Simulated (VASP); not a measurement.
Method: PBE GGA, VASP's PBE PAW potentials (set 64) (plane waves; VASP 6.6.1).

The input files of a VASP run:

INCAR:
```
SYSTEM  =  NiAl
PREC  =  Accurate; ENCUT  =  400; LREAL  =  .FALSE.
LASPH  =  .TRUE.
EDIFF  =  1E-6; NELM  =  100; ALGO  =  Damped
LMAXMIX  =  4
ISMEAR  =  1; SIGMA  =  0.1
GGA  =  PE
ISIF  =  2
LWAVE  =  .FALSE.; LCHARG  =  .FALSE.
```

**POSCAR**
```
NiAl
2.890
  1.0000000000   0.0000000000   0.0000000000
  0.0000000000   1.0000000000   0.0000000000
  0.0000000000   0.0000000000   1.0000000000
Al Ni
1 1
Cart
  0.5000000000   0.5000000000   0.5000000000
  0.0000000000   0.0000000000   0.0000000000
```

### KPOINTS
```
Automatic mesh
0
Gamma
11 11 11
0 0 0
```

POTCAR, in this order: Al Ni (PBE.64 set). Program: vasp_std.

What VASP printed:

**OSZICAR**
```
       N       E                     dE             d eps       ncg     rms           ort
DAV:   1     0.743966009193E+02    0.74397E+02   -0.47506E+03   560   0.129E+03
DAV:   2     0.685936554886E+01   -0.67537E+02   -0.65399E+02   560   0.278E+02
DAV:   3    -0.889498497264E+01   -0.15754E+02   -0.15241E+02   560   0.121E+02
DAV:   4    -0.115413753714E+02   -0.26464E+01   -0.25865E+01   560   0.546E+01
DAV:   5    -0.119050657756E+02   -0.36369E+00   -0.35990E+00   560   0.173E+01
SDA:   6    -0.238408998704E+01    0.95210E+01   -0.38009E+02   560   0.950E+02   0.000E+00
DMP:   7     0.523491347687E+01    0.76190E+01   -0.36266E+02   560   0.135E+03  -0.115E+03
DMP:   8    -0.861548701620E+01   -0.13850E+02   -0.12503E+01   560   0.139E+02  -0.281E+02
DMP:   9    -0.971589967186E+01   -0.11004E+01   -0.23980E+01   560   0.528E+01   0.188E+01
DMP:  10    -0.955242991786E+01    0.16347E+00   -0.27322E+01   560   0.930E+01  -0.647E+01
DMP:  11    -0.102606709107E+02   -0.70824E+00   -0.56184E+00   560   0.271E+01  -0.342E+01
DMP:  12    -0.105172732705E+02   -0.25660E+00   -0.70224E-02   560   0.618E-01  -0.116E+00
DMP:  13    -0.105137178501E+02    0.35554E-02   -0.73920E-01   560   0.197E+00  -0.328E-01
DMP:  14    -0.105153530576E+02   -0.16352E-02   -0.54997E-01   560   0.206E+00  -0.179E+00
DMP:  15    -0.105304326126E+02   -0.15080E-01   -0.89900E-02   560   0.462E-01  -0.622E-01
DMP:  16    -0.105350785611E+02   -0.46459E-02   -0.35097E-03   560   0.585E-03   0.764E-03
DMP:  17    -0.105347306538E+02    0.34791E-03   -0.22953E-02   560   0.675E-02  -0.264E-02
DMP:  18    -0.105350261990E+02   -0.29555E-03   -0.10634E-02   560   0.429E-02  -0.426E-02
DMP:  19    -0.105354075762E+02   -0.38138E-03   -0.50493E-04   560   0.413E-03  -0.750E-03
DMP:  20    -0.105354445189E+02   -0.36943E-04   -0.50201E-04   560   0.104E-03   0.568E-04
DMP:  21    -0.105354370886E+02    0.74302E-05   -0.62699E-04   560   0.219E-03  -0.164E-03
DMP:  22    -0.105354546081E+02   -0.17519E-04   -0.97339E-05   560   0.505E-04  -0.685E-04
DMP:  23    -0.105354602831E+02   -0.56750E-05   -0.11657E-05   560   0.147E-05   0.377E-05
DMP:  24    -0.105354599944E+02    0.28875E-06   -0.34704E-05   560   0.104E-04  -0.453E-05
DMP:  25    -0.105354607267E+02   -0.73232E-06   -0.12091E-05   560   0.489E-05  -0.489E-05
DMP:  26    -0.105354613106E+02   -0.58390E-06   -0.83464E-07   560   0.298E-06  -0.233E-06
   1 F= -.10535461E+02 E0= -.10535284E+02  d E =-.532546E-03
```

**OUTCAR**
```
------------------------ aborting loop because EDIFF is reached ----------------------------------------
  FORCE on cell =-STRESS in cart. coord.  units (eV):
  Direction    XX          YY          ZZ          XY          YZ          ZX
  --------------------------------------------------------------------------------------
  Total        0.0754841      0.0754841      0.0754841      0.0000000      0.0000000     -0.0000000
  in kB        5.0104042      5.0104042      5.0104042      0.0000000      0.0000000     -0.0000000
  external PRESSURE =       5.0104042 kB  Pullay stress =       0.0000000 kB
  volume of cell :       24.14
      direct lattice vectors                 reciprocal lattice vectors
     2.890000000  0.000000000  0.000000000     0.346020761  0.000000000  0.000000000
     0.000000000  2.890000000  0.000000000     0.000000000  0.346020761  0.000000000
     0.000000000  0.000000000  2.890000000     0.000000000  0.000000000  0.346020761
 POSITION                                       TOTAL-FORCE (eV/Angst)
 -----------------------------------------------------------------------------------
      1.44500      1.44500      1.44500         0.000000      0.000000      0.000000
      0.00000      0.00000      0.00000         0.000000      0.000000      0.000000
 -----------------------------------------------------------------------------------
    total drift:                                0.000000      0.000000     -0.000000
  FREE ENERGIE OF THE ION-ELECTRON SYSTEM (eV)
  ---------------------------------------------------
  free  energy   TOTEN  =       -10.5354613106 eV

  energy  without entropy=      -10.5349287648  energy(sigma->0) =      -10.53528380
```
(Selected blocks of OUTCAR.)

### OUTCAR
```
 val. band max:        9.7947017062   @ k =   0.3636   0.1818   0.0909

 cond. band min:       9.9123190952   @ k =   0.3636   0.2727   0.0909


 Fermi energy:         9.9100521604

 k-point     1 :       0.0000    0.0000    0.0000
  band No.  band energies     occupation
      1      -1.1663      2.00000
      2       6.7349      2.00000
      3       6.7349      2.00000
      4       8.3967      2.00000
      5       8.3967      2.00000
      6       8.3967      2.00000
      7      15.3636      0.00000
      8      15.3636      0.00000
      9      15.3881      0.00000
     10      18.0036      0.00000

 k-point     2 :       0.0909    0.0000    0.0000
  band No.  band energies     occupation
      1      -1.0152      2.00000
      2       6.7210      2.00000
      3       6.7701      2.00000
      4       8.3324      2.00000
      5       8.3324      2.00000
      6       8.4036      2.00000
      7      13.9707      0.00000
      8      15.5628      0.00000
      9      15.5628      0.00000
     10      18.0138      0.00000

 k-point     3 :       0.1818    0.0000    0.0000
  band No.  band energies     occupation
      1      -0.5652      2.00000
      2       6.6119      2.00000
      3       6.8660      2.00000
      4       8.1691      2.00000
      5       8.1691      2.00000
      6       8.4221      2.00000
      7      11.9695      0.00000
      8      16.1319      0.00000
      9      16.1319      0.00000
     10      18.0428      0.00000

 k-point     4 :       0.2727    0.0000    0.0000
  band No.  band energies     occupation
      1       0.1725      2.00000
      2       6.1779      2.00000
      3       6.9956      2.00000
      4       7.9727      2.00000
      5       7.9727      2.00000
      6       8.4463      2.00000
      7      10.3933     -0.00000
      8      17.0096      0.00000
      9      17.0096      0.00000
     10      18.0868      0.00000

 k-point     5 :       0.3636    0.0000    0.0000
...
```

The all-band solver leaves the empty bands unoptimised.

The compound is NiAl in the CsCl type structure. The cell was not relaxed at this level. The run is one of a series of settings (ALGO = Damped against the base run), some of them coarse on purpose. The run is not spin-polarised, so no magnetic state was tried. The electron count is odd and the run is not spin-polarised, which forces a metal.
